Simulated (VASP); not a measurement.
# NaBe2Se2 (P-6m2) in VASP: a series of runs

One crystal, NaBe2Se2, is run at these levels: PBEsol+D3, PBEsol+D3(BJ), PBEsol+D4, PBEsol+rVV10, PBEsol; tasks: relaxation of cell and atoms.

Everything below comes from runs of VASP 6.6.1. Logs are shortened: lines on timing, memory, paths and dates and some standing lists are left out, and cuts for length are marked.

### 1 Starting point

Symmetry: P-6m2, No. 187, hexagonal system. The conventional cell has a = 3.672 Å, b = 3.672 Å, c = 8.011 Å, α = 90.00°, β = 90.00°, γ = 120.00°. Na (site symmetry -6m2) has 6 Se at 3.04 Å as nearest neighbours. Around Be (site symmetry 3m) lie 3 Se at 2.22 Å and 1 Be at 2.35 Å. Se (site symmetry 3m) has 3 Be at 2.22 Å as nearest neighbours.

The cell was built by a generator and needn't be a form met in nature.

### 2 Relaxation of cell and atoms, PBEsol+D3

Contents of INCAR:

```
SYSTEM = NaBe2Se2
ALGO = Fast ; EDIFF = 1E-6
EDIFFG = -0.005 ; ENCUT = 600
GGA = PS ; IBRION = 2
ISIF = 3 ; ISMEAR = -1
IVDW = 11 ; LASPH = .TRUE.
LCHARG = .FALSE. ; LREAL = .FALSE.
LWAVE = .FALSE. ; NELM = 60
NSW = 40 ; PREC = Accurate
SIGMA = 0.05
```

Contents of KPOINTS:

```
k-points
0
G
  6 6 3
  0 0 0
```

Contents of POSCAR:

```
NaBe2Se2
1.0
    3.6722800000      0.0000000000      0.0000000000
   -1.8361400000      3.1802800000      0.0000000000
    0.0000000000      0.0000000000      8.0111600000
Na Be Se
1 2 2
Direct
    0.0000000000      0.0000000000      0.5000000000
    0.3333300000      0.6666700000      0.1463900000
    0.3333300000      0.6666700000      0.8536100000
    0.6666700000      0.3333300000      0.2285200000
    0.6666700000      0.3333300000      0.7714800000
```

Potentials or basis: VASP PAW PBE potentials, release 64 (Na_pv, Be, Se).

Run with:

```bash
> cat potpaw_PBE.64/Na_pv/POTCAR potpaw_PBE.64/Be/POTCAR potpaw_PBE.64/Se/POTCAR > POTCAR
> mpirun -np 1 vasp_std > vasp.out
```

OUTCAR:

```text
SYSTEM = NaBe2Se2
   EDIFF = 1E-6
   EDIFFG = -0.005
   ENCUT = 600
   GGA = PS
   IBRION = 2
   ISIF = 3
   ISMEAR = -1
   IVDW = 11
   LASPH = .TRUE.
   LREAL = .FALSE.
   NELM = 60
   NSW = 40
   PREC = Accurate
 IVDW          = 11

 ion  position               nearest neighbor table
   1  0.000  0.000  0.500-
   2  0.333  0.667  0.146-   4 2.22   4 2.22   4 2.22   3 2.35
   3  0.333  0.667  0.854-   5 2.22   5 2.22   5 2.22   2 2.35
   4  0.667  0.333  0.229-   2 2.22   2 2.22   2 2.22
   5  0.667  0.333  0.771-   3 2.22   3 2.22   3 2.22

  LATTYP: Found a hexagonal cell.
 ALAT       =     3.6722800000
 C/A-ratio  =     2.1815221062

  Lattice vectors:

 A1 = (   3.6722800000,   0.0000000000,   0.0000000000)
 A2 = (  -1.8361400000,   3.1802800000,   0.0000000000)
 A3 = (   0.0000000000,   0.0000000000,   8.0111600000)

Analysis of symmetry for initial positions (statically):
=====================================================================
 Subroutine PRICEL returns:
 Original cell was already a primitive cell.

 Routine SETGRP: Setting up the symmetry group for a
 hexagonal supercell.

 Subroutine GETGRP returns: Found  4 space group operations
 (whereof  4 operations were pure point group operations)
 out of a pool of 24 trial point group operations.

The static configuration has the point symmetry C_2v.

Analysis of symmetry for dynamics (positions and initial velocities):
=====================================================================
 Subroutine PRICEL returns:
 Original cell was already a primitive cell.

 Routine SETGRP: Setting up the symmetry group for a
 hexagonal supercell.

 Subroutine GETGRP returns: Found  4 space group operations
 (whereof  4 operations were pure point group operations)
 out of a pool of 24 trial point group operations.

The dynamic configuration has the point symmetry C_2v.

 Subroutine INISYM returns: Found  4 space group operations
 (whereof  4 operations are pure point group operations),
 and found     1 'primitive' translations

----------------------------------------------------------------------------------------

                                     Primitive cell

  volume of cell :      93.5614

  direct lattice vectors                    reciprocal lattice vectors
     3.672280000  0.000000000  0.000000000     0.272310390  0.157218861  0.000000000
    -1.836140000  3.180280000  0.000000000     0.000000000  0.314437722  0.000000000
     0.000000000  0.000000000  8.011160000     0.000000000  0.000000000  0.124825868

  length of vectors
     3.672280000  3.672273271  8.011160000     0.314437146  0.314437722  0.124825868

  position of ions in fractional coordinates (direct lattice)
     0.000000000  0.000000000  0.500000000
     0.333330000  0.666670000  0.146390000
     0.333330000  0.666670000  0.853610000
     0.666670000  0.333330000  0.228520000
     0.666670000  0.333330000  0.771480000

  ion indices of the primitive-cell ions
   primitive index   ion index
                 1           1
                 2           2
                 3           3
                 4           4
                 5           5

----------------------------------------------------------------------------------------

 KPOINTS: k-points

Automatic generation of k-mesh.
 Grid dimensions read from file:
 generate k-points for:    6    6    3

 Generating k-lattice:

  Cartesian coordinates                     Fractional coordinates (reciprocal lattice)
     0.045385065  0.026203144  0.000000000     0.166666667 -0.000000000  0.000000000
     0.000000000  0.052406287  0.000000000     0.000000000  0.166666667  0.000000000
     0.000000000  0.000000000  0.041608623     0.000000000  0.000000000  0.333333333

  Length of vectors
     0.052406191  0.052406287  0.041608623

  Shift w.r.t. Gamma in fractional coordinates (k-lattice)
     0.000000000  0.000000000  0.000000000

 Subroutine IBZKPT returns following result:
 ===========================================

 Found     26 irreducible k-points:

 Following reciprocal coordinates:
            Coordinates               Weight
  0.000000  0.000000  0.000000      1.000000
  0.166667  0.000000  0.000000      4.000000
 -0.166667  0.166667  0.000000      2.000000
  0.333333  0.000000  0.000000      4.000000
 -0.333333  0.333333  0.000000      2.000000
  0.500000 -0.000000  0.000000      2.000000
[... 16 lines left out ...]
  0.333333  0.166667  0.333333      8.000000
 -0.166667  0.500000  0.333333      8.000000
 [... further k-points ...]
   k-points           NKPTS =     26   k-points in BZ     NKDIM =     26   number of bands    NBANDS=     15
   number of dos      NEDOS =    301   number of ions     NIONS =      5
   total plane-waves  NPLWV =  57600
   dimension x,y,z NGX =    30 NGY =   30 NGZ =   64
   dimension x,y,z NGXF=    60 NGYF=   60 NGZF=  128
   ions per type =               1   2   2
   NGX,Y,Z   is equivalent  to a cutoff of  13.58, 13.58, 13.28 a.u.
   NGXF,Y,Z  is equivalent  to a cutoff of  27.16, 27.16, 26.56 a.u.
 SYSTEM =  NaBe2Se2
   PREC   = accura    normal or accurate (medium, high low for compatibility)
   ISTART =      0    job   : 0-new  1-cont  2-samecut
   ICHARG =      2    charge: 1-file 2-atom 10-const
   ISPIN  =      1    spin polarized calculation?
   LNONCOLLINEAR =      F non collinear calculations
   LSORBIT =      F    spin-orbit coupling
   LASPH  =      T    aspherical Exc in radial PAW
   ENCUT  =  600.0 eV  44.10 Ry    6.64 a.u.   7.33  7.33 16.00*2*pi/ulx,y,z
   NELM   =     60;   NELMIN=  2; NELMDL= -5     # of ELM steps
   EDIFF  = 0.1E-05   stopping-criterion for ELM
   LREAL  =      F    real-space projection
   EDIFFG = -.5E-02   stopping-criterion for IOM
   NSW    =     40    number of steps for IOM
   IBRION =      2    ionic relax: 0-MD 1-quasi-New 2-CG
   NFREE  =      1    steps in history (QN), initial steepest desc. (CG)
   ISIF   =      3    stress and relaxation
   ISYM   =      2    0-nonsym 1-usesym 2-fastsym
   POTIM  = 0.5000    time-step for ionic-motion
   TEBEG  =    0.0;   TEEND  =   0.0 temperature during run
   PSTRESS=    0.0 pullay stress
   NELECT =      23.0000    total number of electrons
   NUPDOWN=      -1.0000    fix difference up-down
   EMIN   =  10.00;   EMAX   =-10.00  energy-range for DOS
   EFERMI =   0.00;   METHOD = LEGACY
   ISMEAR =    -1;   SIGMA  =   0.05  broadening in eV -4-tet -1-fermi 0-gaus
   EFERMI_NEDOS =   21; number of points for ismear=-14 and -15
   IALGO  =     68    algorithm
   IMIX   =      4    mixing-type and parameters
     AMIX     =   0.40;   BMIX     =  1.00
     AMIX_MAG =   1.60;   BMIX_MAG =  1.00
  volume/ion in A,a.u.               =      18.71       126.28
  Fermi-wavevector in a.u.,A,eV,Ry     =   1.025538  1.937987 14.309642  1.051729
  Thomas-Fermi vector in A             =   2.159384
   LORBIT       =      0    0 simple, 1 ext, 2 COOP (PROOUT), +10 PAW based schemes
   GGA     = PS    functional components
   LHFCALC =     F    Hartree Fock is set to
   AEXX    =    0.0000 exact exchange contribution
   IVDW    =    11    specifies the selected vdW correction
   LEPSILON=     F    determine dielectric tensor
   LRPA    =     F    only Hartree local field effects (RPA)
 conjugate gradient relaxation of ions
 non-spin polarized calculation
 RMM-DIIS sequential band-by-band and
  energy-cutoff  :      600.00
  volume of cell :       93.56
 maximum number of plane-waves:      3147
 NGX is ok and might be reduce to    30
   NGX = 15   NGY = 15   NGZ = 33

--------------------------------------- Ionic step        1  -------------------------------------------

 number of electron      22.9999994 magnetization

 Free energy of the ion-electron system (eV)
  ---------------------------------------------------
  ext. energy  EPLUGINS =         0.00000000
  ---------------------------------------------------
  free energy    TOTEN  =       -19.71982665 eV

  energy without entropy =      -19.71448164  energy(sigma->0) =      -19.71715414

------------------------ aborting loop because EDIFF is reached ----------------------------------------

 Edisp (eV)   -0.93922

 E8    (eV) :    -0.5783

  FORCE on cell =-STRESS in cart. coord.  units (eV):
  Direction    XX          YY          ZZ          XY          YZ          ZX
  --------------------------------------------------------------------------------------
  -------------------------------------------------------------------------------------
  Total      -1.60497    -1.60457    -1.52804     0.00034     0.00000     0.00000
  in kB     -27.48401   -27.47724   -26.16672     0.00575     0.00000     0.00000
  external pressure =      -27.04 kB  Pullay stress =        0.00 kB
[... 325 lines left out ...]
  energy  without entropy=      -20.6966889529  energy(sigma->0) =      -20.69880229

--------------------------------------- Ionic step        9  -------------------------------------------

 number of electron      23.0000003 magnetization

 Free energy of the ion-electron system (eV)
  ---------------------------------------------------
  ext. energy  EPLUGINS =         0.00000000
  ---------------------------------------------------
  free energy    TOTEN  =       -19.72216247 eV

  energy without entropy =      -19.71793136  energy(sigma->0) =      -19.72004691

 E-fermi :   4.0973     XC(G=0):  -9.2566

 val. band max:        3.8143727640   @ k =   0.0000   0.0000   0.0000
 cond. band min:       4.1322506172   @ k =  -0.3333   0.3333   0.0000
 fundamental gap:      0.3178778532
 Fermi energy:         4.0972636724

 k-point     1 :       0.0000    0.0000    0.0000
  band No.  band energies     occupation
      1     -20.5735      2.00000
      2     -20.5579      2.00000
      3     -20.5578      2.00000
      4     -10.7358      2.00000
      5     -10.3171      2.00000
      6      -2.1016      2.00000
      7       1.1777      2.00000
      8       1.8117      2.00000
      9       1.8118      2.00000
     10       2.1686      2.00000
     11       2.1686      2.00000
     12       3.8144      1.99304
     13       7.1040      0.00000
     14       7.3155      0.00000
     15       7.7632      0.00000
[... 397 lines left out ...]
 k-point    24 :      -0.1667    0.5000    0.3333
  band No.  band energies     occupation
      1     -20.5955      2.00000
      2     -20.5733      2.00000
      3     -20.5630      2.00000
      4      -9.6339      2.00000
      5      -9.3820      2.00000
      6      -2.4460      2.00000
      7      -1.9938      2.00000
      8      -0.5647      2.00000
      9      -0.1242      2.00000
     10       0.1186      2.00000
     11       1.4596      2.00000
     12       3.7866      1.99600
     13       6.8626      0.00000
     14       7.7872      0.00000
     15       8.0547      0.00000

 [... further k-points ...]

------------------------ aborting loop because EDIFF is reached ----------------------------------------

 Edisp (eV)   -0.97876

 E8    (eV) :    -0.5961

  FORCE on cell =-STRESS in cart. coord.  units (eV):
  Direction    XX          YY          ZZ          XY          YZ          ZX
  --------------------------------------------------------------------------------------
  -------------------------------------------------------------------------------------
  Total       0.02036     0.02031     0.01014    -0.00004     0.00000     0.00000
  in kB       0.36727     0.36646     0.18288    -0.00070     0.00000     0.00000
  external pressure =        0.31 kB  Pullay stress =        0.00 kB
[... 20 lines left out ...]
  FREE ENERGIE OF THE ION-ELECTRON SYSTEM (eV)
  ---------------------------------------------------
  free  energy   TOTEN  =       -20.7009244023 eV

  energy  without entropy=      -20.6966932976  energy(sigma->0) =      -20.69880885

 reached required accuracy - stopping structural energy minimisation
```

Wall time 1.9 min (1 thread of Intel Xeon 6975P-C (Granite Rapids), shared host); peak memory 0.28 GiB.

What came out:

```yaml
Free_energy: -20.7009 eV
Relaxed_volume: 17.76 Å³/atom
Relaxed_cell: a = 3.622 Å, b = 3.622 Å, c = 7.818 Å, α = 90.00°, β = 90.00°, γ = 120.00°
Space_group_after_relaxing_to_0.05_Å: P-6m2 (No. 187)
Energy_gained_by_relaxing: 8.4 meV/atom
Ionic_steps: 9
Pressure_after_relaxing: 0.0 GPa
Largest_force_after_relaxing: 0.003 eV/Å
Band_gap_on_the_k_mesh: none (metal or under the smearing width)
Dispersion_energy_per_atom: -0.196 eV
```

Forces in eV/Å, atoms in the order of the input:
```
Na   0.000  0.000  0.000
Be   0.000  0.000 -0.003
Be   0.000  0.000  0.003
Se   0.000  0.000  0.003
Se   0.000  0.000 -0.003
```

Step by step:
| step | energy change (eV) | largest force (eV/Å) | pressure (GPa) | volume (Å³) |
| --- | --- | --- | --- | --- |
| 1 | 0.0000 | 0.1122 | -2.70 | 93.56 |
| 2 | -0.0390 | 0.0258 | -0.12 | 89.35 |
| 3 | -0.0391 | 0.0282 | -0.03 | 89.21 |
| 4 | -0.0414 | 0.0123 | 0.00 | 88.98 |
| 5 | -0.0417 | 0.0259 | -0.01 | 88.89 |
| 6 | -0.0417 | 0.0271 | 0.00 | 88.88 |
| 7 | -0.0418 | 0.0191 | -0.01 | 88.88 |
| 8 | -0.0419 | 0.0059 | -0.03 | 88.87 |
| 9 | -0.0419 | 0.0035 | 0.03 | 88.80 |

Final structure:
```cif
data_structure
_symmetry_space_group_name_H-M 'P 1'
_symmetry_Int_Tables_number 1
_cell_length_a 3.6217
_cell_length_b 3.6217
_cell_length_c 7.8175
_cell_angle_alpha 90.000
_cell_angle_beta 90.000
_cell_angle_gamma 120.000
_cell_volume 88.80
loop_
_atom_site_label
_atom_site_type_symbol
_atom_site_fract_x
_atom_site_fract_y
_atom_site_fract_z
_atom_site_occupancy
Na1 Na 0.00000 0.00000 0.50000 1
Be1 Be 0.33333 0.66667 0.14706 1
Be2 Be 0.33333 0.66667 0.85294 1
Se1 Se 0.66667 0.33333 0.22832 1
Se2 Se 0.66667 0.33333 0.77168 1
```

Caveat: the PAW data sets were made with another functional, which shifts forces and pressure a little; pairwise dispersion overbinds metals, which lowers pressure and volume.

### 3 Relaxation of cell and atoms, PBEsol+D3(BJ)

INCAR: that of step 2 with these lines changed.

```diff
@@ -5,3 +5,3 @@
 ISIF = 3 ; ISMEAR = -1
-IVDW = 11 ; LASPH = .TRUE.
+IVDW = 12 ; LASPH = .TRUE.
 LCHARG = .FALSE. ; LREAL = .FALSE.
```

KPOINTS is that of step 2.

POSCAR is that of step 2.

Potentials or basis: VASP PAW PBE potentials, release 64 (Na_pv, Be, Se).

Run with:

```bash
> cat potpaw_PBE.64/Na_pv/POTCAR potpaw_PBE.64/Be/POTCAR potpaw_PBE.64/Se/POTCAR > POTCAR
> mpirun -np 1 vasp_std > vasp.out
```

Wall time 2 min (1 thread of Intel Xeon 6975P-C (Granite Rapids), shared host); peak memory 0.27 GiB.

The run converged. Its results:

| Quantity | Value |
| --- | --- |
| Free energy | -21.0182 eV |
| Relaxed volume | 17.42 Å³/atom |
| Relaxed cell | a = 3.606 Å, b = 3.606 Å, c = 7.734 Å, α = 90.00°, β = 90.00°, γ = 120.00° |
| Space group after relaxing (to 0.05 Å) | P-6m2 (No. 187) |
| Energy gained by relaxing | 15.2 meV/atom |
| Ionic steps | 9 |
| Pressure after relaxing | 0.0 GPa |
| Band gap on the k mesh | none (metal or under the smearing width) |
| Dispersion energy per atom | -0.263 eV |

Forces on the atoms (eV/Å):
```
Na   0.000  0.000  0.000
Be   0.000  0.000 -0.002
Be   0.000  0.000  0.002
Se   0.000  0.000  0.003
Se   0.000  0.000 -0.003
```

Step by step:
```
step  energy change (eV)  largest force (eV/Å)  pressure (GPa)  volume (Å³)
   1              0.0000                0.0810           -3.60        93.56
   2             -0.0690                0.0358           -0.19        87.99
   3             -0.0691                0.0403           -0.04        87.79
   4             -0.0745                0.0412           -0.01        87.39
   5             -0.0751                0.0565            0.00        87.21
   6             -0.0756                0.0399            0.00        87.19
   7             -0.0762                0.0074           -0.02        87.13
   8             -0.0762                0.0069           -0.02        87.13
   9             -0.0762                0.0025            0.01        87.08
```

Final structure:
```xyz
5
Lattice="3.6056 0.0000 0.0000 -1.8028 3.1226 0.0000 0.0000 0.0000 7.7345" Properties=species:S:1:pos:R:3 pbc="T T T"
Na   -1.8028    3.1226    3.8672
Be    0.0000    2.0817    1.1433
Be    0.0000    2.0817    6.5912
Se    1.8028    1.0409    1.7759
Se    1.8028    1.0409    5.9586
```

Levels at points of the mesh, in eV from the Fermi level:
| k point | band 8 | band 9 | band 10 | band 11 | band 12 | band 13 | band 14 | band 15 |
| --- | --- | --- | --- | --- | --- | --- | --- | --- |
| (0.00, 0.00, 0.00) | -2.28 | -2.28 | -1.91 | -1.91 | -0.21 | 3.05 | 3.32 | 3.68 |
| (0.50, 0.00, 0.00) | -4.35 | -3.81 | -3.35 | -1.94 | -0.93 | 1.60 | 2.81 | 3.82 |
| (0.50, 0.50, 0.00) | -4.35 | -3.81 | -3.35 | -1.94 | -0.93 | 1.60 | 2.81 | 3.82 |

Caveat: the PAW data sets were made with another functional, which shifts forces and pressure a little; pairwise dispersion overbinds metals, which lowers pressure and volume.

(Continued in part 2 of 2.)
